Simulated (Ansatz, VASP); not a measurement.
# Cross-check of In3Pt2 (In3Pt2 (P-3m1)) between VASP and Ansatz

Aim: how closely do two programs agree when they are given the same cell, functional and k mesh? The cell is taken from a series of runs on this material, whose earlier steps may have relaxed, scaled, displaced or heated it; both programs get it as it stands.

Program: Ansatz 0.2.0. Level of theory: plane waves, with VASP 6.6.1 beside it; relaxation of cell and atoms at r2SCAN. Results are calculated unless marked as measured.

## (1) Set-up

It takes space group P-3m1 (No. 164, trigonal). Conventional cell: a = 4.572 Å, b = 4.572 Å, c = 5.576 Å, α = 90.00°, β = 90.00°, γ = 120.00°. Nearest to In lie 6 Pt at 2.79 Å. In has 5 Pt at 2.72 to 2.86 Å nearest. Nearest to Pt lie 8 In at 2.72 to 2.86 Å. Farther neighbours are not listed.

Structure file:

```xyz
5
Lattice="4.5723 0.0000 0.0000 -2.2861 3.9597 0.0000 0.0000 0.0000 5.5764" Properties=species:S:1:pos:R:3 pbc="T T T"
In    0.0000    0.0000    0.0000
In    2.2861    1.3199    1.9499
In    0.0000    2.6398    3.6265
Pt    2.2861    1.3199    4.6684
Pt    0.0000    2.6398    0.9080
```

## (2) VASP: relaxation of cell and atoms, r2SCAN

The relaxed volume is the usual yardstick between codes: in a stiff, nearly cubic crystal its relative difference is about their pressure difference at one cell divided by the bulk modulus.

Lines of VASP's logs that name or quote its potential files are left out, and so is its time.

INCAR

```
SYSTEM = In3Pt2
PREC = Accurate
ENCUT = 550
EDIFF = 1E-07
NELM = 120
ISMEAR = -1
SIGMA = 0.05
LREAL = .FALSE.
ALGO = Normal
METAGGA = R2SCAN
LASPH = .TRUE.
NBANDS = 36
LORBIT = 11
LWAVE = .FALSE.
LCHARG = .FALSE.
ISIF = 3
IBRION = 2
NSW = 80
EDIFFG = -0.005
GGA_COMPAT = .FALSE.
NELMIN = 4
LMIXTAU = .TRUE.
KPAR = 2
```

POSCAR

```
In3Pt2
1.0
    4.5722570000      0.0000000000      0.0000000000
   -2.2861290000      3.9596910000      0.0000000000
    0.0000000000      0.0000000000      5.5763760000
In Pt
3 2
Direct
    0.0000000000      0.0000000000      0.0000000000
    0.6666668125      0.3333333333      0.3496742329
    0.3333334062      0.6666666667      0.6503257671
    0.6666668125      0.3333333333      0.8371704132
    0.3333334062      0.6666666667      0.1628295868
```

KPOINTS

```
Automatic mesh
0
Gamma
10 10 7
0 0 0
```

Potentials, in the order of the species: In_d and Pt (PBE family, release 64).

On the command line:

```bash
$ mpirun -np 2 vasp_std
```

Numbers of over 12 decimals in the logs are rounded to 6 here.

The program printed:

```text
[banner, memory and clock lines left out]
running    2 mpi-ranks, on    1 nodes
 distrk:  each k-point on    1 cores,    2 groups
 distr:  one band on    1 cores,    1 groups

 POSCAR found type information on POSCAR InPt
 POSCAR found :  2 types and       5 ions
|                                                                             |
|               ----> ADVICE to this user running VASP <----                  |
|                                                                             |
|     You enforced a specific xc type in the INCAR file but a different       |
|     [... a line on the potential file left out ...]
|     I HOPE YOU KNOW WHAT YOU ARE DOING!                                     |
|                                                                             |

 LDA part: xc-table for (None), standard interpolation
 POSCAR, INCAR and KPOINTS ok, starting setup
 FFT: planning ... GRIDC
 FFT: planning ... GRID_SOFT
 FFT: planning ... GRID
 WAVECAR not read
 entering main loop
       N       E                     dE             d eps       ncg     rms          rms(c)
DAV:   1     0.495425586625E+03    0.49543E+03   -0.29289E+04  5764   0.236E+03
DAV:   2    -0.977110798480E+02   -0.59314E+03   -0.57627E+03  5844   0.574E+02
DAV:   3    -0.183086636313E+03   -0.85376E+02   -0.81354E+02  6468   0.215E+02
DAV:   4    -0.187434787106E+03   -0.43482E+01   -0.43020E+01  7188   0.494E+01
DAV:   5    -0.187613101062E+03   -0.17831E+00   -0.17825E+00  9432   0.863E+00    0.145E+01
DAV:   6    -0.176852524284E+03    0.10761E+02   -0.80555E+00  6388   0.337E+01    0.605E+00
DAV:   7    -0.172558127586E+03    0.42944E+01   -0.79442E-01  7344   0.857E+00    0.305E+00
DAV:   8    -0.174045754252E+03   -0.14876E+01   -0.21042E+00  5876   0.990E+00    0.306E+00
DAV:   9    -0.173696860273E+03    0.34889E+00   -0.17737E-01  6100   0.400E+00    0.225E+00
DAV:  10    -0.173584682782E+03    0.11218E+00   -0.11626E-01  7212   0.217E+00    0.133E+00
DAV:  11    -0.173679133163E+03   -0.94450E-01   -0.56590E-02  6208   0.213E+00    0.809E-01
DAV:  13    -0.173706561492E+03   -0.65520E-02   -0.10894E-02  6084   0.691E-01    0.306E-01
DAV:  14    -0.173710102194E+03   -0.35407E-02   -0.46006E-03  6568   0.462E-01    0.958E-02
DAV:  15    -0.173711937042E+03   -0.18348E-02   -0.24083E-03  6040   0.377E-01    0.155E-01
DAV:  16    -0.173711869898E+03    0.67144E-04   -0.43760E-04  6156   0.138E-01    0.820E-02
DAV:  17    -0.173712065282E+03   -0.19538E-03   -0.13020E-04  7672   0.873E-02    0.780E-02
DAV:  18    -0.173711958973E+03    0.10631E-03   -0.14530E-04  6036   0.895E-02    0.127E-01
DAV:  19    -0.173712158013E+03   -0.19904E-03   -0.85993E-05  6656   0.865E-02    0.339E-02
DAV:  20    -0.173712200553E+03   -0.42541E-04   -0.59654E-05  6108   0.772E-02    0.500E-02
DAV:  21    -0.173712201072E+03   -0.51808E-06   -0.39177E-06  7652   0.165E-02    0.358E-02
DAV:  22    -0.173712200485E+03    0.58677E-06   -0.30621E-07  6732   0.328E-03    0.326E-02
DAV:  23    -0.173712200640E+03   -0.15570E-06   -0.55553E-06  6024   0.191E-02    0.352E-02
DAV:  24    -0.173712202521E+03   -0.18808E-05   -0.17937E-06  5448   0.954E-03    0.148E-02
DAV:  25    -0.173712202482E+03    0.38854E-07   -0.88530E-08  4376   0.283E-03
   1 F= -.17371220E+03 E0= -.17370835E+03  d E =-.173712E+03
[...]
2 F= -.17371255E+03 E0= -.17370883E+03  d E =-.350859E-03
[...]
3 F= -.17371255E+03 E0= -.17370882E+03  d E =-.351939E-03
[...]
4 F= -.17371257E+03 E0= -.17370884E+03  d E =-.115291E-04
[...]
5 F= -.17371257E+03 E0= -.17370885E+03  d E =-.174563E-04
[...]
6 F= -.17371257E+03 E0= -.17370885E+03  d E =-.173211E-04
[...]
7 F= -.17371259E+03 E0= -.17370886E+03  d E =-.168863E-04
 trial-energy change:   -0.000017  1 .order   -0.000016   -0.000019   -0.000013
 step:   1.9885(harm=  3.0573)  dis= 0.00148  next Energy=  -173.712597 (dE=-0.253E-04)
 bond charge predicted
       N       E                     dE             d eps       ncg     rms          rms(c)
DAV:   1    -0.173712573313E+03    0.15241E-04   -0.86648E-03  5872   0.430E-01    0.268E-02
DAV:   2    -0.173712598257E+03   -0.24944E-04   -0.26184E-04  8888   0.135E-01    0.129E-02
DAV:   3    -0.173712599522E+03   -0.12648E-05   -0.10478E-05  7392   0.263E-02    0.805E-03
DAV:   4    -0.173712598536E+03    0.98636E-06   -0.43361E-06  7956   0.197E-02    0.401E-03
DAV:   5    -0.173712599467E+03   -0.93172E-06   -0.13945E-06  6156   0.907E-03    0.226E-03
DAV:   6    -0.173712599659E+03   -0.19180E-06   -0.16969E-07  4236   0.339E-03    0.125E-03
DAV:   7    -0.173712599742E+03   -0.83381E-07   -0.67687E-08  3172   0.222E-03
   8 F= -.17371260E+03 E0= -.17370887E+03  d E =-.279995E-04
 curvature:  -1.60 expect dE=-0.429E-05 dE for cont linesearch -0.226E-05
 trial: gam=-0.14897 g(F)=  0.207E-05 g(S)=  0.620E-06 ort = 0.642E-05 (trialstep = 0.114E+01)
 search vector abs. value=  0.142E-05
 reached required accuracy - stopping structural energy minimisation
```

OUTCAR, selected parts (step 2):

```text
ion  position               nearest neighbor table
   1  0.000  0.000  0.000-   4 2.79   5 2.79   5 2.79   4 2.79   5 2.79   4 2.79   2 3.28   3 3.28
                             3 3.28   2 3.28   3 3.28   2 3.28
   2  0.667  0.333  0.350-   4 2.72   5 2.84   5 2.84   5 2.84   4 2.86   3 3.13   3 3.13   3 3.13
                             1 3.28   1 3.28   1 3.28
   3  0.333  0.667  0.650-   5 2.72   4 2.84   4 2.84   4 2.84   5 2.86   2 3.13   2 3.13   2 3.13
                             1 3.28   1 3.28   1 3.28
   4  0.667  0.333  0.837-   2 2.72   1 2.79   1 2.79   1 2.79   3 2.84   3 2.84   3 2.84   2 2.86
                             5 3.20   5 3.20   5 3.20
   5  0.333  0.667  0.163-   3 2.72   1 2.79   1 2.79   1 2.79   2 2.84   2 2.84   2 2.84   3 2.86
                             4 3.20   4 3.20   4 3.20

  LATTYP: Found a hexagonal cell.
 ALAT       =     4.5722570000
 C/A-ratio  =     1.2196112336

 Subroutine GETGRP returns: Found 12 space group operations
 (whereof 12 operations were pure point group operations)

The static configuration has the point symmetry D_3d.

 Found     80 irreducible k-points:

   k-points           NKPTS =     80   k-points in BZ     NKDIM =     80   number of bands    NBANDS=     36

   dimension x,y,z NGX =    36 NGY =   36 NGZ =   48
   dimension x,y,z NGXF=    72 NGYF=   72 NGZF=   96

   ENCUT  =  550.0 eV  40.42 Ry    6.36 a.u.   8.74  8.74 10.66*2*pi/ulx,y,z

   NELECT =      59.0000    total number of electrons

 k-points in reciprocal lattice and weights: Automatic mesh
   0.00000000  0.00000000  0.00000000       0.001
   0.10000000  0.00000000  0.00000000       0.009
   0.20000000  0.00000000  0.00000000       0.009
   0.30000000  0.00000000  0.00000000       0.009
   0.40000000 -0.00000000  0.00000000       0.009
   0.50000000  0.00000000  0.00000000       0.004
   0.10000000  0.10000000  0.00000000       0.009
   0.20000000  0.10000000  0.00000000       0.017
   0.30000000  0.10000000  0.00000000       0.017
[...]
0.40000000  0.20000000  0.42857143       0.017
   0.30000000  0.30000000  0.42857143       0.017

 average (electrostatic) potential at core
       1 -97.6763       2 -97.6023       3 -97.6023       4 -70.1459       5 -70.1459

 E-fermi :   9.2928

 k-point     1 :       0.0000    0.0000    0.0000
  band No.  band energies     occupation
    ...
     24       5.9184      2.00000
     25       6.8050      2.00000
     26       6.8050      2.00000
     27       7.3369      2.00000
     28       7.6169      2.00000
     29      11.0589      0.00000
     30      11.0589      0.00000
     31      11.6458      0.00000
     32      11.7962      0.00000
     33      13.1893      0.00000
    ...

 k-point     2 :       0.1000    0.0000    0.0000
  band No.  band energies     occupation
    ...
     24       5.8905      2.00000
     25       6.7174      2.00000
     26       6.8004      2.00000
     27       7.3400      2.00000
     28       7.6575      2.00000
     29       9.9211      0.00001
     30      10.4901      0.00000
     31      11.5229      0.00000
     32      12.5460      0.00000
     33      13.5491      0.00000
    ...

 k-point     3 :       0.2000    0.0000    0.0000
  band No.  band energies     occupation
    ...
     25       6.5615      2.00000
     26       6.7743      2.00000
     27       7.2720      2.00000
     28       7.7112      2.00000
     29       8.6289      2.00000
     30       9.4929      0.03593
     31      11.3620      0.00000
     32      12.5768      0.00000
     33      13.3904      0.00000
     34      13.5792      0.00000
    ...

  Total        0.0027287      0.0027287     -0.0070232     -0.0000000      0.0000000      0.0000000
  in kB        0.0433468      0.0433468     -0.1115683     -0.0000000      0.0000000      0.0000000
  external PRESSURE =      -0.0082916 kB  Pullay stress =       0.0000000 kB

  energy-cutoff  :      550.00
  volume of cell :      100.86
      direct lattice vectors                 reciprocal lattice vectors
     4.566183381  0.000000001 -0.000000000     0.219001279  0.126440466 -0.000000000
    -2.283092189  3.954431090 -0.000000000    -0.000000000  0.252880876 -0.000000000
     0.000000000  0.000000000  5.585588303     0.000000000  0.000000000  0.179032171

 POSITION                                       TOTAL-FORCE (eV/Angst)
 -----------------------------------------------------------------------------------
     -2.28309      3.95443     -0.00000         0.000000     -0.000000      0.000000
      2.28309      1.31814      1.95027         0.000000     -0.000000     -0.002122
      0.00000      2.63629      3.63532        -0.000000      0.000000      0.002122
      2.28309      1.31814      4.67516        -0.000000     -0.000000     -0.004114
      0.00000      2.63629      0.91043         0.000000      0.000000      0.004114
 -----------------------------------------------------------------------------------
    total drift:                               -0.000573     -0.000000     -0.000000

  FREE ENERGIE OF THE ION-ELECTRON SYSTEM (eV)
  ---------------------------------------------------
  free  energy   TOTEN  =      -173.7125997425 eV

  energy  without entropy=     -173.7051471365  energy(sigma->0) =     -173.70887344

 reached required accuracy - stopping structural energy minimisation

 total charge
# of ion       s       p       d       tot
------------------------------------------
    1        0.818   0.756   9.916  11.491
    2        0.808   0.746   9.905  11.460
    3        0.808   0.746   9.905  11.460
    4        0.662   0.520   8.188   9.371
    5        0.662   0.520   8.188   9.371
--------------------------------------------------
tot          3.759   3.290  46.103  53.152

[... 3 further parts left out ...]
```

CONTCAR:

```
In3Pt2
   1.00000000000000
     4.5661833805959224    0.0000000007670763   -0.0000000000000000
    -2.2830921889694724    3.9544310897822488   -0.0000000000000000
     0.0000000000000000    0.0000000000000000    5.5855883028132505
  In              Pt
     3     2
Direct
     0.0000000000000000    1.0000000000000000    0.0000000000000000
     0.6666668124999973    0.3333333332999970    0.3491608247881376
     0.3333334061999977    0.6666666667000030    0.6508391752118623
     0.6666668124999973    0.3333333332999970    0.8370037812593217
     0.3333334061999977    0.6666666667000030    0.1629962187406782
```

(Part 1 of 2 ends here.)

[Lines on the potential files, build, host, timing and source positions are cut from VASP's logs without a mark.]

[Logs are printed without paths, hosts, clocks, repeated set-up lines and the standing remarks that a program may print on its own settings, such as how far it seeks lower states.]

[Hosts, paths, dates, database ids (printed as entryN), source tags and the programs' standing remarks are cut or masked in the printed files.]
